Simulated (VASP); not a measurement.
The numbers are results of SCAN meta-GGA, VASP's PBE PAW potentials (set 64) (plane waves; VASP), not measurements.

The input files of a VASP run:

INCAR:
```
# general
SYSTEM   =  TiC
PREC     =  Accurate
ENCUT    =  520
LREAL    =  .FALSE.   # projection in real space or not
LASPH    =  .TRUE.   # aspherical one-centre terms

# electronic loop
EDIFF    =  1E-7   # SCF stop (eV)
NELM     =  100   # most electronic steps
ALGO     =  Normal   # blocked Davidson
LMAXMIX  =  4
LMIXTAU  =  .TRUE.

# smearing
ISMEAR   =  -5   # tetrahedra, Bloechl

# functional
METAGGA  =  SCAN

# ions
ISIF     =  2   # forces and stress, cell fixed

# output
LWAVE    =  .FALSE.
LCHARG   =  .FALSE.
LORBIT   =  11   # lm-projected
NEDOS    =  601   # DOS grid
```

### KPOINTS_OPT
```
k-points along high-symmetry lines
10
Line-mode
Reciprocal
  0.000000   0.000000   0.000000 ! GAMMA
  0.500000   0.000000   0.500000 ! X

  0.500000   0.000000   0.500000 ! X
  0.625000   0.250000   0.625000 ! U

  0.375000   0.375000   0.750000 ! K
  0.000000   0.000000   0.000000 ! GAMMA

  0.000000   0.000000   0.000000 ! GAMMA
  0.500000   0.500000   0.500000 ! L

  0.500000   0.500000   0.500000 ! L
  0.500000   0.250000   0.750000 ! W

  0.500000   0.250000   0.750000 ! W
  0.500000   0.000000   0.500000 ! X
```

**POSCAR**
```
TiC
3.0595340
  0.0000000000   0.7071067430   0.7071067430
  0.7071067430   0.0000000000   0.7071067430
  0.7071067430   0.7071067430   0.0000000000
Ti C
1 1
Direct
  0.5000000000   0.5000000000   0.5000000000
  0.0000000000   0.0000000000   0.0000000000
```

KPOINTS:
```
kpoints
0
G
 16 16 16
0 0 0
```

POTCAR, in this order: Ti_sv C (PBE.64 set). Program: vasp_std.

The run wrote:

OUTCAR:
```
 ion  position               nearest neighbor table
   1  0.500  0.500  0.500-   2 2.16   2 2.16   2 2.16   2 2.16   2 2.16   2 2.16
   2  0.000  0.000  0.000-   1 2.16   1 2.16   1 2.16   1 2.16   1 2.16   1 2.16
  LATTYP: Found a face centered cubic cell.
 ALAT       =     4.3268342438
 Subroutine PRICEL returns:
 Original cell was already a primitive cell.
 Subroutine GETGRP returns: Found 48 space group operations
The static configuration has the point symmetry O_h .
The dynamic configuration has the point symmetry O_h .
 Subroutine INISYM returns: Found 48 space group operations
 Subroutine IBZKPT returns following result:
 Found    145 irreducible k-points:

 Following reciprocal coordinates:
            Coordinates               Weight
  0.000000  0.000000  0.000000      1.000000
  0.062500  0.000000  0.000000      8.000000
  0.125000  0.000000  0.000000      8.000000
  0.187500  0.000000  0.000000      8.000000
  0.250000  0.000000  0.000000      8.000000
  0.312500  0.000000  0.000000      8.000000
  0.375000  0.000000  0.000000      8.000000
  0.437500  0.000000  0.000000      8.000000
  0.500000  0.000000  0.000000      4.000000
  0.062500  0.062500  0.000000      6.000000
  0.125000  0.062500  0.000000     24.000000
  0.187500  0.062500  0.000000     24.000000
  0.250000  0.062500  0.000000     24.000000
  0.312500  0.062500  0.000000     24.000000
  0.375000  0.062500  0.000000     24.000000
  0.437500  0.062500  0.000000     24.000000
  0.500000  0.062500  0.000000     24.000000
 -0.437500  0.062500  0.000000     24.000000
 -0.375000  0.062500  0.000000     24.000000
 -0.312500  0.062500  0.000000     24.000000
 -0.250000  0.062500  0.000000     24.000000
 -0.187500  0.062500  0.000000     24.000000
 -0.125000  0.062500  0.000000     24.000000
 -0.062500  0.062500  0.000000     12.000000
...
```

OSZICAR:
```
       N       E                     dE             d eps       ncg     rms          rms(c)
DAV:   1     0.110541647824E+03    0.11054E+03   -0.91688E+03  3480   0.169E+03
DAV:   2    -0.235942551529E+02   -0.13414E+03   -0.12819E+03  3604   0.393E+02
DAV:   3    -0.366239649680E+02   -0.13030E+02   -0.12746E+02  5928   0.112E+02
DAV:   4    -0.373006372365E+02   -0.67667E+00   -0.67601E+00  4336   0.203E+01
DAV:   5    -0.373214916152E+02   -0.20854E-01   -0.20852E-01  4980   0.334E+00    0.196E+01
DAV:   6    -0.286578942272E+02    0.86636E+01   -0.26374E+01  4536   0.832E+01    0.487E+00
DAV:   7    -0.280962021788E+02    0.56169E+00   -0.31687E+00  3820   0.251E+01    0.430E+00
DAV:   8    -0.280588601311E+02    0.37342E-01   -0.18240E-01  3868   0.590E+00    0.236E+00
DAV:   9    -0.280890203770E+02   -0.30160E-01   -0.11793E-01  3672   0.442E+00    0.840E-01
DAV:  10    -0.280933753743E+02   -0.43550E-02   -0.93743E-02  3672   0.362E+00    0.352E-01
DAV:  11    -0.281047037275E+02   -0.11328E-01   -0.78035E-03  3660   0.117E+00    0.997E-02
DAV:  12    -0.281074838588E+02   -0.27801E-02   -0.34355E-03  4012   0.703E-01    0.569E-02
DAV:  13    -0.281069945787E+02    0.48928E-03   -0.44094E-04  3708   0.268E-01    0.555E-02
DAV:  14    -0.281069800245E+02    0.14554E-04   -0.21265E-05  4256   0.530E-02    0.400E-02
DAV:  15    -0.281068195285E+02    0.16050E-03   -0.10499E-04  3508   0.144E-01    0.839E-03
DAV:  16    -0.281068064822E+02    0.13046E-04   -0.90709E-06  4356   0.410E-02    0.476E-03
DAV:  17    -0.281068136773E+02   -0.71951E-05   -0.16404E-06  3608   0.166E-02    0.356E-03
DAV:  18    -0.281068208798E+02   -0.72025E-05   -0.13958E-06  4088   0.140E-02    0.176E-03
DAV:  19    -0.281068207270E+02    0.15279E-06   -0.13641E-07  2548   0.604E-03    0.843E-04
DAV:  20    -0.281068196099E+02    0.11172E-05   -0.24268E-08  1876   0.269E-03    0.331E-04
DAV:  21    -0.281068196762E+02   -0.66323E-07   -0.57342E-09  1812   0.123E-03
   1 F= -.28106820E+02 E0= -.28106820E+02  d E =0.000000E+00
       N       E                     dE             ncg
```

### OUTCAR
```
------------------------ aborting loop because EDIFF is reached ----------------------------------------
  FORCE on cell =-STRESS in cart. coord.  units (eV):
  Direction    XX          YY          ZZ          XY          YZ          ZX
  --------------------------------------------------------------------------------------
  Total       -0.0092135     -0.0092135     -0.0092135      0.0000000      0.0000000     -0.0000000
  in kB       -0.7289281     -0.7289281     -0.7289281      0.0000000      0.0000000     -0.0000000
  external PRESSURE =      -0.7289281 kB  Pullay stress =       0.0000000 kB
  volume of cell :       20.25
      direct lattice vectors                 reciprocal lattice vectors
     0.000000000  2.163417122  2.163417122    -0.231115856  0.231115856  0.231115856
     2.163417122  0.000000000  2.163417122     0.231115856 -0.231115856  0.231115856
     2.163417122  2.163417122  0.000000000     0.231115856  0.231115856 -0.231115856
 POSITION                                       TOTAL-FORCE (eV/Angst)
 -----------------------------------------------------------------------------------
      2.16342      2.16342      2.16342        -0.000000      0.000000      0.000000
      0.00000      0.00000      0.00000         0.000000     -0.000000     -0.000000
 -----------------------------------------------------------------------------------
    total drift:                                0.000000     -0.000000      0.000000
  FREE ENERGIE OF THE ION-ELECTRON SYSTEM (eV)
  ---------------------------------------------------
  free  energy   TOTEN  =       -28.1068196762 eV

  energy  without entropy=      -28.1068196762  energy(sigma->0) =      -28.10681968

 total charge

# of ion       s       p       d       tot
------------------------------------------
    1        2.200   6.256   1.906  10.362
    2        0.910   1.519   0.000   2.429
--------------------------------------------------
tot          3.109   7.776   1.906  12.791
```
(Selected blocks of OUTCAR.)

For a metal the tetrahedron method with Blöchl corrections gives inexact stress and forces.

The structure comes from a measured TiC entry (Fm-3m) of the Crystallography Open Database, whose conditions weren't checked. It was relaxed first.
